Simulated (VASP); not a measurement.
Given:

```
CELL_PARAMETERS angstrom
      0.00000     3.01494     3.01494
      3.01494     0.00000     3.01494
      3.01494     3.01494     0.00000
ATOMIC_POSITIONS crystal
  Pb 0.00000 0.00000 0.00000
  F  0.25000 0.25000 0.25000
  F  0.75000 0.75000 0.75000
```

Computed with RPBE GGA, VASP's PBE PAW potentials (set 64) (plane waves; VASP). Run with 520 eV cut-off, 6×6×6 Γ-centred mesh, Gaussian smearing of 0.050 eV, potentials Pb_d F.

Unless said otherwise, spin-orbit coupling is left out, though it shifts the bands of the heavy elements here.

Q: Estimate the energy per atom (σ→0), pressure, band gap (on the k-mesh) with the smallest direct gap where there is one.

A: 
```
Property                                     Result
-----------------------------------  --------------
band gap (on the k-mesh)                    4.55 eV
smallest direct gap (on the k-mesh)         4.68 eV
energy per atom (σ→0)                -4.513 eV/atom
pressure                                   1.90 GPa
```

Only differences to runs with the same potentials and settings are physical.

The compound is PbF2 in the fluorite structure, the β form. This cell is one point of a volume scan, at 0.97 of the reference volume.
